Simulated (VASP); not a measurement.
# KSb5 (P6/mmm) in VASP: notebook

One crystal, KSb5, is run at these levels: PBE; tasks: single point, relaxation of cell and atoms.

Program: VASP 6.6.1. These are calculated values, not measurements. Logs are shortened: lines on timing, memory, paths and dates and some standing lists are left out, and cuts for length are marked.

## 1. The cell of the first run

Symmetry: P6/mmm, No. 191, hexagonal system. The conventional cell has a = 5.183 Å, b = 5.183 Å, c = 8.461 Å, α = 90.00°, β = 90.00°, γ = 120.00°. K (site symmetry 6/mmm) is surrounded by 8 Sb at 2.59 to 2.60 Å. Sb (site symmetry mmm) has 2 K at 2.59 Å and 4 Sb at 2.59 Å as nearest neighbours. Sb (site symmetry 6mm) has 1 K at 2.60 Å as nearest neighbours.

The cell was built by a generator and needn't be a form met in nature.

## 2. Single point, PBE (random cell by space group and Wyckoff sites (P6/mmm, No. 191))

File INCAR:

```
ALGO = Normal
EDIFF = 1E-7
ENCUT = 520
GGA = PE
ISIF = 2
ISMEAR = 0
LASPH = T
LCHARG = F
LREAL = F
LWAVE = F
NBANDS = 26
NELM = 100
PREC = Accurate
SIGMA = 0.1
```

File KPOINTS:

```
k-points
0
Gamma
  6 6 2
```

File POSCAR:

```
KSb5
1.0
    5.1831044200      0.0000000000      0.0000000000
   -2.5915522100      4.4887001000      0.0000000000
    0.0000000000      0.0000000000      8.4608026900
K Sb
1 5
Direct
    0.0000000000      0.0000000000      0.0000000000
    0.5000000000      0.0000000000      0.0000000000
    0.0000000000      0.5000000000      0.0000000000
    0.5000000000      0.5000000000      0.0000000000
    0.0000000000      0.0000000000      0.6925886300
    0.0000000000      0.0000000000      0.3074113700
```

Potentials or basis: VASP PAW PBE potentials, release 64 (K_sv, Sb).

Started as:

```bash
$ cat potpaw_PBE.64/K_sv/POTCAR potpaw_PBE.64/Sb/POTCAR > POTCAR
$ mpirun -np 1 vasp_std > vasp.out
```

OUTCAR:

```text
EDIFF = 1E-7
   ENCUT = 520
   GGA = PE
   ISIF = 2
   ISMEAR = 0
   LASPH = T
   LREAL = F
   NELM = 100
   PREC = Accurate

 ion  position               nearest neighbor table
   1  0.000  0.000  0.000-   2 2.59   2 2.59   4 2.59   3 2.59   3 2.59   4 2.59   6 2.60   5 2.60

   2  0.500  0.000  0.000-   1 2.59   1 2.59   4 2.59   4 2.59   3 2.59   3 2.59   6 3.67   5 3.67
                             6 3.67   5 3.67
   3  0.000  0.500  0.000-   4 2.59   4 2.59   1 2.59   1 2.59   2 2.59   2 2.59   5 3.67   6 3.67
                             6 3.67   5 3.67
   4  0.500  0.500  0.000-   3 2.59   3 2.59   1 2.59   2 2.59   2 2.59   1 2.59   6 3.67   5 3.67
                             5 3.67   6 3.67
   5  0.000  0.000  0.693-   1 2.60   6 3.26   2 3.67   2 3.67   3 3.67   3 3.67   4 3.67   4 3.67

   6  0.000  0.000  0.307-   1 2.60   5 3.26   2 3.67   2 3.67   3 3.67   3 3.67   4 3.67   4 3.67

  LATTYP: Found a hexagonal cell.
 ALAT       =     5.1831044200
 C/A-ratio  =     1.6323812921

  Lattice vectors:

 A1 = (   5.1831044200,   0.0000000000,   0.0000000000)
 A2 = (  -2.5915522100,   4.4887001000,   0.0000000000)
 A3 = (   0.0000000000,   0.0000000000,   8.4608026900)

Analysis of symmetry for initial positions (statically):
=====================================================================
 Subroutine PRICEL returns:
 Original cell was already a primitive cell.

 Routine SETGRP: Setting up the symmetry group for a
 hexagonal supercell.

 Subroutine GETGRP returns: Found 24 space group operations
 (whereof 24 operations were pure point group operations)
 out of a pool of 24 trial point group operations.

The static configuration has the point symmetry D_6h.

Analysis of symmetry for dynamics (positions and initial velocities):
=====================================================================
 Subroutine PRICEL returns:
 Original cell was already a primitive cell.

 Routine SETGRP: Setting up the symmetry group for a
 hexagonal supercell.

 Subroutine GETGRP returns: Found 24 space group operations
 (whereof 24 operations were pure point group operations)
 out of a pool of 24 trial point group operations.

The dynamic configuration has the point symmetry D_6h.

 Subroutine INISYM returns: Found 24 space group operations
 (whereof 24 operations are pure point group operations),
 and found     1 'primitive' translations

----------------------------------------------------------------------------------------

                                     Primitive cell

  volume of cell :     196.8440

  direct lattice vectors                    reciprocal lattice vectors
     5.183104420  0.000000000  0.000000000     0.192934566  0.111390823  0.000000000
    -2.591552210  4.488700100  0.000000000     0.000000000  0.222781647  0.000000000
     0.000000000  0.000000000  8.460802690     0.000000000  0.000000000  0.118192096

  length of vectors
     5.183104420  5.183104422  8.460802690     0.222781647  0.222781647  0.118192096

  position of ions in fractional coordinates (direct lattice)
     0.000000000  0.000000000  0.000000000
     0.500000000  0.000000000  0.000000000
     1.000000000  0.500000000  0.000000000
     0.500000000  0.500000000  0.000000000
     0.000000000  0.000000000  0.692588630
     0.000000000  0.000000000  0.307411370

  ion indices of the primitive-cell ions
   primitive index   ion index
                 1           1
                 2           2
                 3           3
                 4           4
                 5           5
                 6           6

----------------------------------------------------------------------------------------

 KPOINTS: k-points

Automatic generation of k-mesh.
 Grid dimensions read from file:
 generate k-points for:    6    6    2

 Generating k-lattice:

  Cartesian coordinates                     Fractional coordinates (reciprocal lattice)
     0.032155761  0.018565137  0.000000000     0.166666667  0.000000000  0.000000000
     0.000000000  0.037130274  0.000000000     0.000000000  0.166666667  0.000000000
     0.000000000  0.000000000  0.059096048     0.000000000  0.000000000  0.500000000

  Length of vectors
     0.037130274  0.037130274  0.059096048

  Shift w.r.t. Gamma in fractional coordinates (k-lattice)
     0.000000000  0.000000000  0.000000000

 Subroutine IBZKPT returns following result:
 ===========================================

 Found     14 irreducible k-points:

 Following reciprocal coordinates:
            Coordinates               Weight
  0.000000  0.000000  0.000000      1.000000
  0.166667  0.000000  0.000000      6.000000
  0.333333  0.000000  0.000000      6.000000
  0.500000  0.000000  0.000000      3.000000
  0.166667  0.166667  0.000000      6.000000
  0.333333  0.166667  0.000000     12.000000
  0.333333  0.333333  0.000000      2.000000
  0.000000  0.000000  0.500000      1.000000
  0.166667  0.000000  0.500000      6.000000
  0.333333  0.000000  0.500000      6.000000
  0.500000  0.000000  0.500000      3.000000
  0.166667  0.166667  0.500000      6.000000
  0.333333  0.166667  0.500000     12.000000
  0.333333  0.333333  0.500000      2.000000
   k-points           NKPTS =     14   k-points in BZ     NKDIM =     14   number of bands    NBANDS=     26
   number of dos      NEDOS =    301   number of ions     NIONS =      6
   total plane-waves  NPLWV = 102400
   dimension x,y,z NGX =    40 NGY =   40 NGZ =   64
   dimension x,y,z NGXF=    80 NGYF=   80 NGZF=  128
   ions per type =               1   5
   NGX,Y,Z   is equivalent  to a cutoff of  12.83, 12.83, 12.58 a.u.
   NGXF,Y,Z  is equivalent  to a cutoff of  25.66, 25.66, 25.15 a.u.
 SYSTEM =  unknown system
   PREC   = accura    normal or accurate (medium, high low for compatibility)
   ISTART =      0    job   : 0-new  1-cont  2-samecut
   ICHARG =      2    charge: 1-file 2-atom 10-const
   ISPIN  =      1    spin polarized calculation?
   LNONCOLLINEAR =      F non collinear calculations
   LSORBIT =      F    spin-orbit coupling
   LASPH  =      T    aspherical Exc in radial PAW
   ENCUT  =  520.0 eV  38.22 Ry    6.18 a.u.   9.64  9.64 15.73*2*pi/ulx,y,z
   NELM   =    100;   NELMIN=  2; NELMDL= -5     # of ELM steps
   EDIFF  = 0.1E-06   stopping-criterion for ELM
   LREAL  =      F    real-space projection
   EDIFFG = 0.1E-05   stopping-criterion for IOM
   NSW    =      0    number of steps for IOM
   IBRION =     -1    ionic relax: 0-MD 1-quasi-New 2-CG
   NFREE  =      0    steps in history (QN), initial steepest desc. (CG)
   ISIF   =      2    stress and relaxation
   ISYM   =      2    0-nonsym 1-usesym 2-fastsym
   POTIM  = 0.5000    time-step for ionic-motion
   TEBEG  =    0.0;   TEEND  =   0.0 temperature during run
   PSTRESS=    0.0 pullay stress
   NELECT =      34.0000    total number of electrons
   NUPDOWN=      -1.0000    fix difference up-down
   EMIN   =  10.00;   EMAX   =-10.00  energy-range for DOS
   EFERMI =   0.00;   METHOD = LEGACY
   ISMEAR =     0;   SIGMA  =   0.10  broadening in eV -4-tet -1-fermi 0-gaus
   EFERMI_NEDOS =   21; number of points for ismear=-14 and -15
   IALGO  =     38    algorithm
   IMIX   =      4    mixing-type and parameters
     AMIX     =   0.40;   BMIX     =  1.00
     AMIX_MAG =   1.60;   BMIX_MAG =  1.00
  volume/ion in A,a.u.               =      32.81       221.39
  Fermi-wavevector in a.u.,A,eV,Ry     =   0.911718  1.722897 11.309562  0.831229
  Thomas-Fermi vector in A             =   2.036030
   LORBIT       =      0    0 simple, 1 ext, 2 COOP (PROOUT), +10 PAW based schemes
   GGA     = PE    functional components
   LHFCALC =     F    Hartree Fock is set to
   AEXX    =    0.0000 exact exchange contribution
   IVDW    =     0    specifies the selected vdW correction
   LEPSILON=     F    determine dielectric tensor
   LRPA    =     F    only Hartree local field effects (RPA)
 non-spin polarized calculation
 Gauss-broadening in eV      SIGMA  =   0.10
  energy-cutoff  :      520.00
  volume of cell :      196.84
 maximum number of plane-waves:      5348
 NGX is ok and might be reduce to    40
   NGX = 19   NGY = 19   NGZ = 31

 number of electron      33.9999999 magnetization

 Free energy of the ion-electron system (eV)
  ---------------------------------------------------
  ext. energy  EPLUGINS =         0.00000000
  ---------------------------------------------------
  free energy    TOTEN  =        -7.37867616 eV

  energy without entropy =       -7.33434969  energy(sigma->0) =       -7.35651292

 E-fermi :   4.8846     XC(G=0):  -8.4226

 val. band max:        4.8485365589   @ k =   0.1667   0.0000   0.0000
 cond. band min:       4.9032048006   @ k =   0.1667   0.1667   0.5000
 fundamental gap:      0.0546682418
 Fermi energy:         4.8845969194

 k-point     1 :       0.0000    0.0000    0.0000
  band No.  band energies     occupation
      1     -26.0589      2.00000
      2     -10.7197      2.00000
      3     -10.7197      2.00000
      4     -10.2848      2.00000
      5      -9.5174      2.00000
      6      -4.1384      2.00000
[... 18 lines left out ...]
     25       9.6021      0.00000
     26      10.4760      0.00000

 k-point     2 :       0.1667    0.0000    0.0000
  band No.  band energies     occupation
      1     -26.0601      2.00000
      2     -11.0479      2.00000
      3     -10.7376      2.00000
      4     -10.2725      2.00000
      5      -8.9258      2.00000
      6      -4.8297      2.00000
[... 18 lines left out ...]
     25       9.6299      0.00000
     26       9.9834      0.00000

 k-point     3 :       0.3333    0.0000    0.0000
  band No.  band energies     occupation
      1     -26.0626      2.00000
      2     -11.4050      2.00000
      3     -10.7728      2.00000
      4     -10.2477      2.00000
      5      -7.9123      2.00000
      6      -6.0041      2.00000
[... 18 lines left out ...]
     25       9.6355      0.00000
     26      10.0131      0.00000

 k-point     4 :       0.5000    0.0000    0.0000
  band No.  band energies     occupation
      1     -26.0639      2.00000
      2     -11.5289      2.00000
      3     -10.7900      2.00000
      4     -10.2352      2.00000
      5      -7.2622      2.00000
      6      -6.5607      2.00000
[... 18 lines left out ...]
     25      10.2773      0.00000
     26      10.4001      0.00000

 k-point     5 :       0.1667    0.1667    0.0000
  band No.  band energies     occupation
      1     -26.0620      2.00000
      2     -11.2977      2.00000
      3     -10.8180      2.00000
      4     -10.2539      2.00000
      5      -8.1453      2.00000
      6      -5.7062      2.00000
[... 18 lines left out ...]
     25       9.9282      0.00000
     26       9.9298      0.00000

 k-point     6 :       0.3333    0.1667    0.0000
  band No.  band energies     occupation
      1     -26.0639      2.00000
      2     -11.4355      2.00000
      3     -10.9377      2.00000
      4     -10.2353      2.00000
      5      -7.1817      2.00000
      6      -6.3874      2.00000
[... 137 lines left out ...]
 k-point    11 :       0.5000    0.0000    0.5000
  band No.  band energies     occupation
      1     -26.0639      2.00000
      2     -11.5288      2.00000
      3     -10.7899      2.00000
      4     -10.2380      2.00000
      5      -7.2592      2.00000
      6      -6.5605      2.00000
[... 18 lines left out ...]
     25       9.8689      0.00000
     26      10.0114      0.00000

 k-point    12 :       0.1667    0.1667    0.5000
  band No.  band energies     occupation
      1     -26.0620      2.00000
      2     -11.2976      2.00000
      3     -10.8179      2.00000
      4     -10.2568      2.00000
      5      -8.1433      2.00000
      6      -5.7062      2.00000
[... 18 lines left out ...]
     25      10.2402      0.00000
     26      10.4173      0.00000

 k-point    13 :       0.3333    0.1667    0.5000
  band No.  band energies     occupation
      1     -26.0639      2.00000
      2     -11.4354      2.00000
      3     -10.9376      2.00000
      4     -10.2380      2.00000
      5      -7.1793      2.00000
      6      -6.3872      2.00000
[... 18 lines left out ...]
     25       9.7936      0.00000
     26      10.3764      0.00000

 k-point    14 :       0.3333    0.3333    0.5000
  band No.  band energies     occupation
      1     -26.0645      2.00000
      2     -11.2456      2.00000
      3     -11.2456      2.00000
      4     -10.2318      2.00000
      5      -6.5365      2.00000
      6      -6.5365      2.00000
[... 18 lines left out ...]
     25       8.8420      0.00000
     26       8.8420      0.00000

------------------------ aborting loop because EDIFF is reached ----------------------------------------

  FORCE on cell =-STRESS in cart. coord.  units (eV):
  Direction    XX          YY          ZZ          XY          YZ          ZX
  --------------------------------------------------------------------------------------
  -------------------------------------------------------------------------------------
  Total       47.6891865     47.6891865      7.5915569      0.0000000      0.0000000      0.0000000
  in kB      388.1578563    388.1578566     61.7901598      0.0000000      0.0000000      0.0000000
  external PRESSURE =     279.3686243 kB  Pullay stress =       0.0000000 kB

 VOLUME and BASIS-vectors are now :
 -----------------------------------------------------------------------------
  energy-cutoff  :      520.00
  volume of cell :      196.84
      direct lattice vectors                 reciprocal lattice vectors
     5.183104420  0.000000000  0.000000000     0.192934566  0.111390823  0.000000000
    -2.591552210  4.488700100  0.000000000     0.000000000  0.222781647  0.000000000
     0.000000000  0.000000000  8.460802690     0.000000000  0.000000000  0.118192096

 POSITION                                       TOTAL-FORCE (eV/Angst)
 -----------------------------------------------------------------------------------
      0.00000      0.00000      0.00000         0.000000      0.000000      0.000000
      2.59155      0.00000      0.00000         0.000000      0.000000      0.000000
     -1.29578      2.24435      0.00000         0.000000      0.000000      0.000000
      1.29578      2.24435      0.00000         0.000000      0.000000      0.000000
      0.00000      0.00000      5.85986         0.000000      0.000000     -4.148789
      0.00000      0.00000      2.60095        -0.000000     -0.000000      4.148789
 -----------------------------------------------------------------------------------
    total drift:                                0.000000     -0.000000     -0.000000

  FREE ENERGIE OF THE ION-ELECTRON SYSTEM (eV)
  ---------------------------------------------------
  free  energy   TOTEN  =        -7.3786761579 eV

  energy  without entropy=       -7.3343496895  energy(sigma->0) =       -7.35651292
```

It took 50 s on 1 thread of Intel Xeon 6975P-C (Granite Rapids), shared host; peak memory 0.33 GiB.

Results:

```
Free energy            : -7.3787 eV
Pressure               : 27.9 GPa
Largest force          : 4.149 eV/Å
Band gap on the k mesh : none (metal or under the smearing width)
```

Forces in eV/Å, atoms in the order of the input:
```
K    0.000  0.000  0.000
Sb   0.000  0.000  0.000
Sb   0.000  0.000  0.000
Sb   0.000  0.000  0.000
Sb   0.000  0.000 -4.149
Sb   0.000  0.000  4.149
```

Levels at points of the mesh, in eV from the Fermi level:
| k point | band 13 | band 14 | band 15 | band 16 | band 17 | band 18 | band 19 | band 20 | band 21 | band 22 |
| --- | --- | --- | --- | --- | --- | --- | --- | --- | --- | --- |
| (0.00, 0.00, 0.00) | -2.96 | -2.22 | -0.54 | -0.54 | 0.06 | 0.06 | 0.48 | 0.48 | 2.99 | 3.21 |
| (0.50, 0.00, 0.00) | -1.96 | -1.95 | -1.77 | -1.55 | -0.52 | 0.86 | 1.00 | 1.05 | 2.14 | 2.37 |
| (0.00, 0.00, 0.50) | -2.94 | -0.98 | -0.98 | -0.33 | 0.47 | 0.47 | 0.83 | 0.83 | 0.91 | 3.75 |
| (0.50, 0.00, 0.50) | -1.99 | -1.96 | -0.79 | -0.38 | -0.16 | 0.19 | 0.94 | 0.98 | 1.15 | 1.54 |

Caveat: the k mesh is coarse (spacing up to 0.37 Å⁻¹), so the values aren't converged; so large a pressure means that the cell lies far from this level's equilibrium, or that cutoff or potentials fall short; forces of over 1 eV/Å show positions far from the minimum, so gaps and moduli don't describe the material at rest. The run has no spin-orbit coupling, so splittings on Sb are missing.

(Continued in part 2 of 2.)
